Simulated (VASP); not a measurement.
A convergence study with VASP on Ni$_{3}$Si (L1_2): one setting is varied, all else stays as given below, so the limit is that of these other settings.

```
Ni3Si
1.0
    3.51000     0.00000     0.00000
    0.00000     3.51000     0.00000
    0.00000     0.00000     3.51000
Si Ni
1 3
Direct
  0.00000   0.00000   0.00000
  0.00000   0.50000   0.50000
  0.50000   0.00000   0.50000
  0.50000   0.50000   0.00000
```

These are PBE GGA, VASP's PBE PAW potentials (set 64) (plane waves; VASP 6.6.1) values and carry that method's errors. The tightest run used: 550 eV cut-off, 14×14×14 Monkhorst-Pack mesh, first-order Methfessel-Paxton smearing of 0.10 eV, potentials Si Ni.

Problem. The settings run are 1×1×1 mesh; 2×2×2 mesh; 3×3×3 mesh; 4×4×4 mesh; 5×5×5 mesh; 6×6×6 mesh; 7×7×7 mesh; 8×8×8 mesh; 9×9×9 mesh; 10×10×10 mesh; 11×11×11 mesh; 12×12×12 mesh; 13×13×13 mesh; 14×14×14 mesh. From which on does the energy per atom stay within 0.002 eV/atom of the tightest run?

Solution. From 5×5×5 mesh on: it is off by 0.0001 there and by no more than 0.002 in any finer run, while 4×4×4 mesh is off by 0.0137.
```csv
setting,E (eV/atom),pressure (GPa),irreducible k-points,difference judged (eV/atom)
1×1×1 mesh,-3.5932,19.47,1,2.3268
2×2×2 mesh,-5.7580,5.71,1,0.1620
3×3×3 mesh,-5.8814,0.43,4,0.0386
4×4×4 mesh,-5.9063,-0.55,4,0.0137
5×5×5 mesh,-5.9201,-0.77,10,0.0001
6×6×6 mesh,-5.9197,-0.70,10,0.0003
7×7×7 mesh,-5.9217,-0.75,20,0.0016
8×8×8 mesh,-5.9200,-0.70,20,0.0000
9×9×9 mesh,-5.9199,-0.69,35,0.0001
10×10×10 mesh,-5.9199,-0.69,35,0.0001
11×11×11 mesh,-5.9199,-0.70,56,0.0002
12×12×12 mesh,-5.9200,-0.70,56,0.0001
13×13×13 mesh,-5.9199,-0.70,84,0.0001
14×14×14 mesh,-5.9200,-0.72,84,0.0000
```

Left out are rungs that failed or repeat a setting and relaxations that didn't move; long series are thinned to 24 rows.

The compound is Ni3Si in the L1_2 structure. The cell was not relaxed at this level. The run is not spin-polarised, so no magnetic state was tried.
